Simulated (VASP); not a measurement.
Crystal: Zr2ZnN2.

```
Zr Zn N
1.0
     3.40000    0.00000    0.00000
    -1.70000    2.94449    0.00000
     0.00000    0.00000    6.60000
Zr Zn N
2 1 2
Direct
  0.33333 0.66667 0.27000
  0.66667 0.33333 0.73000
  0.00000 0.00000 0.00000
  0.66667 0.33333 0.38000
  0.33333 0.66667 0.62000
```

The cell was built by a generator and needn't be a form met in nature.

- Program: VASP 6.6.1
- Task: relaxation of cell and atoms
- Functional: PBE
- Potentials or basis: VASP PAW PBE potentials, release 64 (Zr_sv, Zn, N)
- Cutoff: 520 eV
- k mesh: 5 × 5 × 2
- Occupations: gaussian, width 0.15 eV
- Spin: no spin polarisation

At the start: pressure 24.4 GPa; volume 13.21 Å³/atom.

**Question.** How do energy, volume and symmetry change on relaxing?

**Answer.** Over 18 steps the energy falls by 473.7 meV/atom and the volume is 16.67 Å³/atom (+26.2 %); space group P-3m1 (No. 164, to 0.05 Å).

Step by step:
| step | energy change (eV) | largest force (eV/Å) | pressure (GPa) | volume (Å³) |
| --- | --- | --- | --- | --- |
| 1 | 0.0000 | 3.7052 | 24.43 | 66.07 |
| 2 | -1.3893 | 2.9006 | -14.49 | 87.27 |
| 3 | -1.5549 | 2.7690 | -8.11 | 81.15 |
| 4 | -2.2099 | 0.5908 | 2.50 | 78.90 |
| 5 | -2.2105 | 0.5940 | 2.46 | 78.88 |
| 6 | -2.2690 | 0.5394 | -0.01 | 81.21 |
| 7 | -2.2770 | 0.5034 | -2.13 | 83.77 |
| 8 | -2.3066 | 0.5079 | -0.04 | 83.76 |
| 9 | -2.3074 | 0.6264 | 0.53 | 83.75 |
| 10 | -2.3396 | 0.3933 | -0.31 | 84.26 |
| 11 | -2.3535 | 0.2071 | -1.30 | 84.77 |
| 12 | -2.3634 | 0.2700 | 0.55 | 83.36 |
| 13 | -2.3635 | 0.2731 | 0.76 | 83.27 |
| 14 | -2.3669 | 0.1572 | 0.00 | 83.11 |
| 15 | -2.3676 | 0.1010 | 0.07 | 83.16 |
| 16 | -2.3676 | 0.1096 | 0.19 | 83.15 |
| 17 | -2.3676 | 0.1079 | 0.20 | 83.15 |
| 18 | -2.3685 | 0.0437 | -0.43 | 83.37 |

Final structure:
```xyz
5
Lattice="3.5863 0.0000 0.0000 -1.7931 3.1058 0.0000 0.0000 0.0000 7.4852" Properties=species:S:1:pos:R:3 pbc="T T T"
Zr    0.0000    2.0705    2.4422
Zr    1.7931    1.0353    5.0430
Zn    0.0000    0.0000    0.0000
N     1.7931    1.0353    2.8426
N     0.0000    2.0705    4.6426
```

Caveat: the k mesh is coarse (spacing up to 0.48 Å⁻¹), so the values aren't converged; the volume moved by over 15 % at a fixed basis, so the end points are rough.
